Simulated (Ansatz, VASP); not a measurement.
# InSb: VASP beside Ansatz

Wanted: the spread between two codes on one cell, functional and k mesh. The cell is taken from a series of runs on this material, whose earlier steps may have relaxed, scaled, displaced or heated it; both programs get it as it stands.

Program: Ansatz 0.2.0. Level of theory: plane waves, with VASP 6.6.1 beside it; relaxation of cell and atoms at PBE with D3(BJ). Results are calculated unless marked as measured.

### 1. The starting structure

It takes space group F-43m (No. 216, cubic). The conventional cell has a = 6.547 Å, b = 6.547 Å, c = 6.547 Å, α = 90.00°, β = 90.00°, γ = 90.00°. Nearest to In lie 4 Sb at 2.83 Å. Sb has 4 In at 2.83 Å nearest. Farther neighbours are not listed.

### 2. VASP: relaxation of cell and atoms, PBE with D3(BJ)

The relaxed volume is the usual yardstick between codes: in a stiff, nearly cubic crystal its relative difference is about their pressure difference at one cell divided by the bulk modulus.

Lines of VASP's logs that name or quote its potential files are left out, and so is its time.

File INCAR:

```
SYSTEM = InSb
PREC = Accurate
ENCUT = 500
EDIFF = 1E-07
NELM = 120
ISMEAR = 1
SIGMA = 0.2
LREAL = .FALSE.
ALGO = Normal
GGA = PE
IVDW = 12
NBANDS = 15
LORBIT = 11
LWAVE = .FALSE.
LCHARG = .FALSE.
ISIF = 3
IBRION = 2
NSW = 80
EDIFFG = -0.005
LASPH = .TRUE.
GGA_COMPAT = .FALSE.
NELMIN = 4
KPAR = 2
```

File POSCAR:

```
InSb
1.0
    0.0000000000      3.2733860000      3.2733860000
    3.2733860000      0.0000000000      3.2733860000
    3.2733860000      3.2733860000      0.0000000000
In Sb
1 1
Direct
    0.0000000000      0.0000000000      0.0000000000
    0.2500000000      0.2500000000      0.2500000000
```

File KPOINTS:

```
Automatic mesh
0
Gamma
14 14 14
0 0 0
```

Potentials, in the order of the species: In_d and Sb (PBE family, release 64).

Started as:

```bash
$ mpirun -np 2 vasp_std
```

Numbers of over 12 decimals in the logs are rounded to 6 here.

The program printed:

```text
[banner, memory and clock lines left out]
running    2 mpi-ranks, on    1 nodes
 distrk:  each k-point on    1 cores,    2 groups
 distr:  one band on    1 cores,    1 groups

 POSCAR found type information on POSCAR InSb
 POSCAR found :  2 types and       2 ions
 LDA part: xc-table for (Slater+PW92), standard interpolation
 POSCAR, INCAR and KPOINTS ok, starting setup
 FFT: planning ... GRIDC
 FFT: planning ... GRID_SOFT
 FFT: planning ... GRID
 WAVECAR not read
 entering main loop
       N       E                     dE             d eps       ncg     rms          rms(c)
DAV:   1     0.110874583856E+03    0.11087E+03   -0.77851E+03  3127   0.115E+03
DAV:   2     0.824212652674E-01   -0.11079E+03   -0.10800E+03  3421   0.285E+02
DAV:   3    -0.684212072395E+01   -0.69245E+01   -0.68953E+01  3988   0.752E+01
DAV:   4    -0.703385955052E+01   -0.19174E+00   -0.19170E+00  3935   0.147E+01
DAV:   5    -0.704289653407E+01   -0.90370E-02   -0.90368E-02  4666   0.259E+00    0.396E+00
DAV:   6    -0.694939608265E+01    0.93500E-01   -0.15801E-01  4480   0.617E+00    0.230E+00
DAV:   7    -0.693735776452E+01    0.12038E-01   -0.67198E-02  4182   0.250E+00    0.611E-01
DAV:   8    -0.693842195484E+01   -0.10642E-02   -0.74659E-03  4056   0.103E+00    0.237E-01
DAV:   9    -0.693905684340E+01   -0.63489E-03   -0.90102E-04  3723   0.271E-01    0.728E-02
DAV:  10    -0.693911175063E+01   -0.54907E-04   -0.50749E-05  4082   0.488E-02    0.341E-02
DAV:  11    -0.693915525413E+01   -0.43503E-04   -0.77856E-05  3449   0.572E-02    0.216E-02
DAV:  12    -0.693915648471E+01   -0.12306E-05   -0.11999E-06  3951   0.746E-03    0.617E-03
DAV:  13    -0.693915697559E+01   -0.49088E-06   -0.15194E-06  3561   0.837E-03    0.373E-03
DAV:  14    -0.693915679614E+01    0.17945E-06   -0.44221E-08  3485   0.130E-03    0.103E-03
DAV:  15    -0.693915682238E+01   -0.26234E-07   -0.15657E-08  2372   0.115E-03
   1 F= -.75806491E+01 E0= -.75808107E+01  d E =-.758065E+01
 curvature:   0.00 expect dE= 0.000E+00 dE for cont linesearch  0.000E+00
 trial: gam= 0.00000 g(F)=  0.176E-47 g(S)=  0.583E-04 ort = 0.000E+00 (trialstep = 0.100E+01)
 search vector abs. value=  0.583E-04
 bond charge predicted
       N       E                     dE             d eps       ncg     rms          rms(c)
DAV:   1    -0.693835446243E+01    0.80233E-03   -0.16579E-02  4016   0.230E+00    0.162E-01
DAV:   2    -0.693776711506E+01    0.58735E-03   -0.11997E-03  3876   0.715E-01    0.595E-02
DAV:   3    -0.693767128914E+01    0.95826E-04   -0.28093E-04  4058   0.308E-01    0.314E-02
DAV:   4    -0.693767113975E+01    0.14939E-06   -0.98905E-06  3372   0.281E-02    0.218E-02
DAV:   5    -0.693767194174E+01   -0.80199E-06   -0.14566E-06  3842   0.961E-03    0.961E-03
DAV:   6    -0.693767335220E+01   -0.14105E-05   -0.53887E-07  4631   0.633E-03    0.196E-03
DAV:   7    -0.693767307810E+01    0.27410E-06   -0.38655E-08  1924   0.325E-03    0.426E-04
DAV:   8    -0.693767302109E+01    0.57011E-07   -0.18619E-08  1714   0.242E-03
   2 F= -.75806716E+01 E0= -.75808317E+01  d E =-.224784E-04
 trial-energy change:   -0.000022  1 .order   -0.000019   -0.000058    0.000020
 step:   0.7879(harm=  0.7462)  dis= 0.00000  next Energy=    -7.580674 (dE=-0.245E-04)
 reached required accuracy - stopping structural energy minimisation
```

Parts of OUTCAR (step 2):

```text
ion  position               nearest neighbor table
   1  0.000  0.000  0.000-   2 2.83   2 2.83   2 2.83   2 2.83
   2  0.250  0.250  0.250-   1 2.83   1 2.83   1 2.83   1 2.83

  LATTYP: Found a face centered cubic cell.
 ALAT       =     6.5467720000

 Subroutine GETGRP returns: Found 24 space group operations
 (whereof 24 operations were pure point group operations)

The static configuration has the point symmetry T_d .

 Found    104 irreducible k-points:

   k-points           NKPTS =    104   k-points in BZ     NKDIM =    104   number of bands    NBANDS=     15

   dimension x,y,z NGX =    36 NGY =   36 NGZ =   36
   dimension x,y,z NGXF=    72 NGYF=   72 NGZF=   72

   ENCUT  =  500.0 eV  36.75 Ry    6.06 a.u.   8.44  8.44  8.44*2*pi/ulx,y,z

   NELECT =      18.0000    total number of electrons

 k-points in reciprocal lattice and weights: Automatic mesh
   0.00000000  0.00000000  0.00000000       0.000
   0.07142857  0.00000000  0.00000000       0.003
   0.14285714  0.00000000  0.00000000       0.003
   0.21428571  0.00000000  0.00000000       0.003
   0.28571429  0.00000000  0.00000000       0.003
   0.35714286  0.00000000  0.00000000       0.003
   0.42857143  0.00000000  0.00000000       0.003
   0.50000000  0.00000000  0.00000000       0.001
   0.07142857  0.07142857  0.00000000       0.002
[...]
-0.28571429  0.42857143  0.21428571       0.009
  -0.28571429  0.50000000  0.21428571       0.004

 Edisp (eV)   -0.64149

 average (electrostatic) potential at core
       1 -96.4943       2 -87.5121

 E-fermi :   4.8472

 k-point     1 :       0.0000    0.0000    0.0000
  band No.  band energies     occupation
    ...
      6      -5.7349      2.00000
      7       4.4454      2.01553
      8       4.8008      1.38132
      9       4.8008      1.38132
     10       4.8008      1.38132
     11       7.7650     -0.00000
     12       7.7650     -0.00000
     13       7.7650     -0.00000
     14      10.5057      0.00000
     15      13.0224      0.00000

 k-point     2 :       0.0714    0.0000    0.0000
  band No.  band energies     occupation
    ...
      5      -9.6668      2.00000
      6      -5.6903      2.00000
      7       3.6648      2.00000
      8       4.7299      1.82790
      9       4.7299      1.82790
     10       5.3683     -0.00143
     11       7.8478     -0.00000
     12       7.8649     -0.00000
     13       7.8649     -0.00000
     14      10.7850      0.00000
    ...

 k-point     3 :       0.1429    0.0000    0.0000
  band No.  band energies     occupation
    ...
      5      -9.6669      2.00000
      6      -5.5587      2.00000
      7       2.6707      2.00000
      8       4.5529      2.05781
      9       4.5529      2.05781
     10       5.6856     -0.00000
     11       8.1093     -0.00000
     12       8.1093     -0.00000
     13       8.2472     -0.00000
     14      11.4136      0.00000
    ...

 Edisp (eV)   -0.64300

  Total       0.00965     0.00965     0.00965     0.00000     0.00000    -0.00000
  in kB       0.22092     0.22092     0.22092     0.00000     0.00000    -0.00000
  external pressure =        0.22 kB  Pullay stress =        0.00 kB

  energy-cutoff  :      500.00
  volume of cell :       70.01
      direct lattice vectors                 reciprocal lattice vectors
    -0.000000000  3.271145154  3.271145154    -0.152851670  0.152851670  0.152851670
     3.271145154  0.000000000  3.271145154     0.152851670 -0.152851670  0.152851670
     3.271145154  3.271145154 -0.000000000     0.152851670  0.152851670 -0.152851670

 POSITION                                       TOTAL-FORCE (eV/Angst)
 -----------------------------------------------------------------------------------
      0.00000      0.00000      0.00000         0.000000     -0.000000      0.000000
      1.63557      1.63557      1.63557        -0.000000      0.000000     -0.000000
 -----------------------------------------------------------------------------------
    total drift:                                0.000000      0.000000      0.000000

  FREE ENERGIE OF THE ION-ELECTRON SYSTEM (eV)
  ---------------------------------------------------
  free  energy   TOTEN  =        -7.5806716256 eV

  energy  without entropy=       -7.5811518700  energy(sigma->0) =       -7.58083171

 reached required accuracy - stopping structural energy minimisation

 total charge
# of ion       s       p       d       tot
------------------------------------------
    1        0.873   0.690   9.863  11.425
    2        1.138   1.321   0.019   2.478
--------------------------------------------------
tot          2.011   2.010   9.881  13.903

[... 3 further parts left out ...]
```

### 3. Ansatz: relaxation of cell and atoms, PBE with D3(BJ)

Ansatz runs on its default PAW (the set named soft_2) files.

The same cell, functional, mesh and smearing now go to Ansatz, which takes its cutoff from its data sets.

File input.yaml:

```yaml
crystal:
  lattice:
    - [0.0, 3.2733856303, 3.2733856303]
    - [3.2733856303, 0.0, 3.2733856303]
    - [3.2733856303, 3.2733856303, 0.0]
  atoms:
    - { symbol: In, position: [0.0, 0.0, 0.0] }
    - { symbol: Sb, position: [0.25, 0.25, 0.25] }
kpoints:
  mp_grid: { grid: [14, 14, 14] }
hamiltonian:
  xc: pbe
  dispersion: d3bj
scf:
  occupations: { method: methfessel_paxton, width: 0.2 }
output:
  forces: true
  stress: true
  eigenvalues: true
relax:
  adjacent_minimum: "off"
  f_tol: 0.001
  max_steps: 60
  cell: { stress_tol: 0.01 }
```

Started as:

```bash
$ ansatz run input.yaml --threads 8 --pin off --max-ram 14336MiB --backend cpu --events-out ev --progress --plain --runs-dir out
```

The program printed:

```text
Engine: ansatz 0.2.0, aarch64-unknown-linux-gnu
Pseudopotentials: kind: paw
Pseudopotential: In, paw, valence charge 13, recommended cutoff 420 eV (normal), In.paw.azcp
Pseudopotential: Sb, paw, valence charge 15, recommended cutoff 420 eV (normal), Sb.paw.azcp
Functional definition: PBE
  parameter kappa = 0.804
  parameter beta = 0.066725
  exchange = pbe_x(kappa = kappa, mu = beta*pi^2/3)
  correlation = pbe_c(beta = beta)
Crystal: 2 atoms, lattice volume = 70.149 Å³
Basis set: ecut = 420 eV, 1363 PW (Γ), exchange–correlation on 64×64×64 points (8 copies of the dense FFT grid, shifted against one another)
Bands: 18, of which v1, the nominal top of the filled ones, is band 14 counted from 1 (13 counted from 0)
Symmetry: 24 space group operations
Space group: F-43m (ITA 216), of the structure as read, at distance tolerance 4.1e-5 Å
k-points: 104 of 2744 (time reversal used)
Non-local potential: In, projectors of the file, l = 0: 2, l = 1: 2, l = 2: 2, l = 3: 2
Non-local potential: Sb, projectors of the file, l = 0: 2, l = 1: 2, l = 2: 2, l = 3: 2
PAW form: soft (Blöchl's): semilocal exchange-correlation on the pseudo side does not see the compensation charge
PAW one-centre angular grid: In, 590 points (default); XC on 64 Gauss nodes
PAW one-centre angular grid: Sb, 590 points (default); XC on 64 Gauss nodes
Initial density: superposition of atomic densities (neutral atoms: chi_scale 0, normalization atom), corrected by the library's trained network
Initial wavefunctions: pseudopotential atomic-orbital guess
Functional: x = pbe(κ = 0.804, μ = 0.219515), c = pbe(β = 0.066725)
SCF iter   1: F=—  HF=-12083.218439 eV  |F-HF|=—  |Δ(HF+E_count)|=         —  Δρ=1.82e-3  dr2=5.72e-3  ethr=1.77e-3  ⟨swp⟩=5.4  Hψ=9267  notcnv=0
preconditioner: auto → none  [insulator: Δε(μ)=0.468 eV  Ē_g=13.930 eV  σ=0.200 eV  W_gap=0.70  n_scr=14 (ndim 8)  ℏωp=18.8 eV  f_vac=0.118  D(μ)=0.04/eV (n_scr^D=0)  ε∞_Penn≈2.8]
SCF iter   2: F=—  HF=-12083.215525 eV  |F-HF|=—  |Δ(HF+E_count)|=   2.91e-3  S|Δr|=    0.00e0  Δρ=8.43e-4  dr2=5.83e-4  ethr=2.04e-5  ⟨swp⟩=2.0  Hψ=3641  notcnv=0
SCF iter   3: F=—  HF=-12083.215567 eV  |F-HF|=—  |Δ(HF+E_count)|=   4.17e-5  S|Δr|=    0.00e0  Δρ=2.50e-4  dr2=6.55e-5  ethr=2.08e-6  ⟨swp⟩=2.0  Hψ=2804  notcnv=0
SCF iter   4: F=—  HF=-12083.215653 eV  |F-HF|=—  |Δ(HF+E_count)|=   8.66e-5  S|Δr|=    0.00e0  Δρ=1.03e-4  dr2=1.07e-5  ethr=2.34e-7  ⟨swp⟩=2.0  Hψ=2284  notcnv=0
SCF iter   5: F=—  HF=-12083.215675 eV  |F-HF|=—  |Δ(HF+E_count)|=   2.15e-5  S|Δr|=    0.00e0  Δρ=1.40e-5  dr2=1.82e-7  ethr=3.84e-8  ⟨swp⟩=2.0  Hψ=2293  notcnv=0
SCF iter   6: F=-12083.215675 eV  HF=-12083.215675 eV  |F-HF|=7.41e-9  |Δ(HF+E_count)|=   6.03e-7  S|Δr|=    0.00e0  Δρ=2.98e-6  dr2=5.68e-9  ethr=3.57e-10  ⟨swp⟩=7.1  Hψ=9012  notcnv=0
SCF 1 converged in 6 iterations: F = -12083.215675 eV  dr2 = 5.68e-9
  greatest PAW one-centre occupation: 0.995 electrons in one spin orbital (limit 2), on the Sb atom at site 1 (counted from 0), in its partial waves of l = 2
relax step   1: F+E_penalty+E_count = -12083.21567539 eV  Δ(F+E_penalty+E_count) = +0.000e0 eV  max|allowed force component| = 1.665e-16 eV/Å  Δτ_max = 0.0000 Å  P = -0.048 GPa  Ω = 70.149 Å³  (6 SCF iters, dr2 threshold 1.00e-7 eV, accepted)
[...]
relax step   2: F+E_penalty+E_count = -12083.21570905 eV  Δ(F+E_penalty+E_count) = -3.366e-5 eV  max|allowed force component| = 1.619e-17 eV/Å  Δτ_max = 0.0000 Å  P = +0.024 GPa  Ω = 70.028 Å³  energy of the carried Pulay correction = +2.430e-5 eV  (4 SCF iters, dr2 threshold 5.83e-9 eV, accepted)
[...]
relax step   3: F+E_penalty+E_count = -12083.21570400 eV  Δ(F+E_penalty+E_count) = +5.055e-6 eV  max|allowed force component| = 3.007e-17 eV/Å  Δτ_max = 0.0000 Å  P = -0.000 GPa  Ω = 70.067 Å³  energy of the carried Pulay correction = +1.631e-5 eV  (4 SCF iters, dr2 threshold 1.40e-9 eV, accepted)
[...]
relax step   4: F+E_penalty+E_count = -12083.21568843 eV  Δ(F+E_penalty+E_count) = +1.556e-5 eV  max|allowed force component| = 3.932e-17 eV/Å  Δτ_max = 0.0000 Å  P = +0.000 GPa  Ω = 70.067 Å³  stress off target by 6.78e-5 GPa  SCF on the basis re-selected at this cell (its energy is not comparable with the rows above)  (8 SCF iters)
basis re-selected at this cell: Δ(F+E_penalty+E_count) = +1.556e-5 eV, ΔP = +0.000 GPa vs the last step (what re-selecting the basis moved, of the pressure what is left beyond the Pulay correction that the steps carried, after the strain that the cell walked since its last selection, with what the two solves' SCF thresholds leave and, on support functions, any second-order correction that the steps lacked; it is no m [...]
SCF converged after 8 iterations
Stability not checked: this state was not tested for a lower state beside it, because cold or Methfessel-Paxton smearing, or corrected tetrahedra, fill the levels in a way that the test cannot read (fill_not_monotonic; see scf.lower_state_search)
Free energy (F): -12083.215688 eV
Harris-Foulkes:  -12083.215688 eV  (|F-HF|=0.00e0)
Internal energy: -12083.216173 eV  (E = F + TS)
E sigma→0 (E₀):  -12083.215810 eV
Entropy (-TS):   0.000485 eV (0.242 meV/atom)
Fermi energy:    7.052208 eV
Step filling:    the computed levels leave a gap of 0.0000 eV = 0.0 smearing widths at the electron count; against every level under it full and every level over it empty, smearing changes F+E_penalty+E_count by +0.167 meV and its σ→0 estimate by +0.046 meV
--- Per-component energies (eV) ---
  E_band       = -269.374781
  E_kinetic    = 450.158791
  E_local      = -3238.287410  (includes V_loc(G=0)·N_el)
  E_nonlocal   = 729.870824
  E_hartree    = 1391.983600
  E_xc         = -353.481622
  E_vxc        = -195.225720  (∫ρ·V_xc dr)
  E_paw        = -8731.330527  (= ΣΔE_a)
  E_vpaw       = -799.858484  (= ΣTr[D̂ρ^β])
  E_aug_tail   = 0.000024  (compensation charges beyond the density's cutoff)
  E_ewald      = -2331.487311
  E_disp       = -0.642543  (pairwise vdW)
  E_smearing   = 0.000485  (= −TS)
  E_closure    = -0.000000  (closes the sum)
  Σ components = -12083.215688   (vs F -12083.215688, Δ=0.00e0)
--- Forces (eV/Å), atoms counted from 1 ---
  atom   1  In     0.00000000     0.00000000    -0.00000000
  atom   2  Sb    -0.00000000    -0.00000000     0.00000000
  max |Σ_I F_I| component: 5.09e-17 eV/Å
--- Stress (GPa, compression-positive) ---
        0.000068      -0.000000      -0.000000
       -0.000000       0.000068       0.000000
       -0.000000       0.000000       0.000068
  P = ⅓ Tr σ = 0.0001 GPa (0.001 kbar)
--- Band table (eV; the first three rows and the last of 104) ---
  k-point 0: bands = [... 10 lower, -3.5263, 6.6428, 7.0058, 7.0058, 7.0058, 9.9814, 9.9814, 9.9814]
  k-point 1: bands = [... 10 lower, -3.4817, 5.8676, 6.9353, 6.9353, 7.5698, 10.0630, 10.0812, 10.0812]
  k-point 2: bands = [... 10 lower, -3.3503, 4.8769, 6.7593, 6.7593, 7.8890, 10.3256, 10.3256, 10.4589]
  k-point 103: bands = [... 10 lower, -1.6363, 1.3283, 4.2985, 4.4246, 10.2110, 10.4831, 11.7410, 12.1905]
--- Relaxed structure (3 steps of the walk, 3 accepted, 1 SCFs on fresh bases) ---
  F+E_penalty+E_count = -12083.21568843 eV   max|allowed force component| = 3.932e-17 eV/Å   (the final SCF, on the basis selected at the relaxed cell)
  cell:  # Å, volume = 70.0675 Å³
    - [0, 3.272117, 3.272117]
    - [3.272117, 0, 3.272117]
    - [3.272117, 3.272117, 0]
  atoms:
    - { symbol: In, position: [0, 0, 0] }
    - { symbol: Sb, position: [0.25, 0.25, 0.25] }
```

### 4. Differences

Known differences besides the potentials themselves: the data sets hold 28 valence electrons in Ansatz (on its default PAW (the set named soft_2) files) and 18 in VASP; the cutoff is 420 eV in Ansatz and 500 eV in VASP; Ansatz adds a Pulay correction to the stress that steers its cell, VASP none. Total energies have different zeros and are not compared.

The two programs side by side:

```tsv
quantity	Ansatz	VASP	difference
volume (Å³)	70.07	70.01	+0.09 %
edge a after relaxation, in the typed setting (Å)	4.628	4.626	+0.03 %
```

### 5. Summary of results

```yaml
difference_in_volume_relaxation_of_cell_and_atoms_pbe_with_d3_bj: 0.089 %
```

The difference in volume is 0.089 % (relaxation of cell and atoms, PBE with D3(BJ)), within the 1.2 % picked in this series as the mark of a large difference, as far as the stopping tolerances let one tell. The data sets hold unlike numbers of valence electrons (28 in Ansatz and 18 in VASP), so part of the differences comes from the potentials. Such differences can come from data sets, numerical settings and the points named under the comparisons, not from the functional's error against experiment.

[Lines on the potential files, build, host, timing and source positions are cut from VASP's logs without a mark.]

[Logs are printed without paths, hosts, clocks, repeated set-up lines and the standing remarks that a program may print on its own settings, such as how far it seeks lower states.]

[Hosts, paths, dates, database ids (printed as entryN), source tags and the programs' standing remarks are cut or masked in the printed files.]
